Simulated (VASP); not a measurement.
Input of a VASP 6.6.1 run:

Contents of INCAR:

```
  PREC = Accurate
  ENCUT = 600
  EDIFF = 1E-7
  ISMEAR = 0
  SIGMA = 0.03
  LREAL = False
  LASPH = True
  NELM = 80
  ALGO = Normal
  ISIF = 3
  LWAVE = False
  LCHARG = False
  GGA = PE
  IBRION = 2
  NSW = 90
  EDIFFG = -0.005
```

Contents of KPOINTS:

```
Automatic mesh
0
Gamma
  10 10 10
```

File POSCAR:

```
GaSb                                    
1.0
    0.0000000000      3.1084296416      3.1084296416
    3.1084296416      0.0000000000      3.1084296416
    3.1084296416      3.1084296416      0.0000000000
  Ga              Sb            
     1     1
Direct
     0.0000000000000000    0.0000000000000000    0.0000000000000000
     0.2500000000000000    0.2500000000000000    0.2500000000000000
```

Potentials or basis: VASP PAW PBE potentials, release 64 (Ga_d, Sb).

Command:

```sh
$ cat potpaw_PBE.64/Ga_d/POTCAR potpaw_PBE.64/Sb/POTCAR > POTCAR
$ mpirun -np 1 vasp_std > vasp.out
```

Question: Estimate the band gap on the k mesh.

Answer: None (metal or under the smearing width).

Final structure:
```
CELL_PARAMETERS angstrom
0.00000 3.10843 3.10843
3.10843 0.00000 3.10843
3.10843 3.10843 0.00000
ATOMIC_POSITIONS crystal
Ga 0.00000 0.00000 0.00000
Sb 0.25000 0.25000 0.25000
```

Caveat: the relaxation stopped at its first step, so nothing moved; this crystal is a semiconductor, whose small gap the functional closes, so the metal is an error of the method. Spin-orbit coupling is left out, which matters for the levels of Sb.
